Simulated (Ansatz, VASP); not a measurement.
**Two plane-wave programs on NaAl3Si4Se**

The input INCAR:

```
SYSTEM = NaAl3Si4Se
  PREC = Accurate
  ENCUT = 520
  EDIFF = 1E-7
  ISMEAR = 0
  SIGMA = 0.1
  LREAL = .FALSE.
  LASPH = .TRUE.
  NELM = 80
  ALGO = Normal
  ISIF = 2
  LWAVE = .FALSE.
  LCHARG = .FALSE.
  GGA = PE
  NBANDS = 29
```

KPOINTS

```
Automatic mesh
0
G
  4 4 4
  0 0 0
```

File POSCAR:

```
NaAl3Si4Se
1.0
    5.5011717200      0.0000000000      0.0000000000
    0.0000000000      5.5011717200      0.0000000000
    0.0000000000      0.0000000000      5.5011717200
Na Al Si Se
1 3 4 1
Direct
    0.0000000000      0.0000000000      0.0000000000
    0.0000000000      0.5000000000      0.0000000000
    0.0000000000      0.0000000000      0.5000000000
    0.5000000000      0.0000000000      0.0000000000
    0.2480946600      0.2480946600      0.2480946600
    0.7519053400      0.7519053400      0.2480946600
    0.2480946600      0.7519053400      0.7519053400
    0.7519053400      0.2480946600      0.7519053400
    0.5000000000      0.5000000000      0.5000000000
```

Input for Ansatz:

```yaml
crystal:
  lattice:
    - [5.50117172, 0.0, 0.0]
    - [0.0, 5.50117172, 0.0]
    - [0.0, 0.0, 5.50117172]
  atoms:
    - { symbol: Na, position: [0.0, 0.0, 0.0] }
    - { symbol: Al, position: [0.0, 0.5, 0.0] }
    - { symbol: Al, position: [0.0, 0.0, 0.5] }
    - { symbol: Al, position: [0.5, 0.0, 0.0] }
    - { symbol: Si, position: [0.24809466, 0.24809466, 0.24809466] }
    - { symbol: Si, position: [0.75190534, 0.75190534, 0.24809466] }
    - { symbol: Si, position: [0.24809466, 0.75190534, 0.75190534] }
    - { symbol: Si, position: [0.75190534, 0.24809466, 0.75190534] }
    - { symbol: Se, position: [0.5, 0.5, 0.5] }
basis:
  ecutwfc: 420
kpoints:
  mp_grid: { grid: [4, 4, 4] }
hamiltonian:
  xc: pbe
scf:
  occupations: { method: gaussian, width: 0.1 }
  lower_state_search: "off"
output:
  forces: true
  stress: true
  eigenvalues: true
```

Change from the starting cell: species swapped into the MgScCu3Se4 type (P-43m, No. 215).

Alike in both runs: task single point; functional PBE; k mesh 4 × 4 × 4; occupations gaussian, width 0.1 eV; no spin polarisation.

|  | VASP | Ansatz |
| --- | --- | --- |
| version | VASP 6.6.1 | Ansatz 0.2.0 |
| potentials or method | VASP PAW PBE potentials, release 64 (Na_pv, Al, Si, Se) | scalar-relativistic, plane waves, PAW |
| plane-wave cutoff (eV) | 520 | 420 |
| valence electrons in the cell | 38 | 50 |

|  | VASP | Ansatz | Ansatz less VASP |
| --- | --- | --- | --- |
| gap on the k mesh at the Fermi level (eV) | none | none | - |
| pressure (GPa) | 18.7 | 18.6 | -0.05 |
| rms of the force components (eV/Å) | 0.577 | 0.572 | -0.0047 |

Atom by atom the forces differ by 0.005 eV/Å (rms over components). A gap of «none» marks a metal or a gap that the smearing closes. The functional is the same, so the differences come from potentials, cutoffs and numerics. The two sets of potentials don't hold the same shells in valence.

Caveats: so large a pressure means that the cell lies far from this level's equilibrium, or that cutoff or potentials fall short (VASP); forces of over 1 eV/Å show positions far from the minimum, so gaps and moduli don't describe the material at rest.
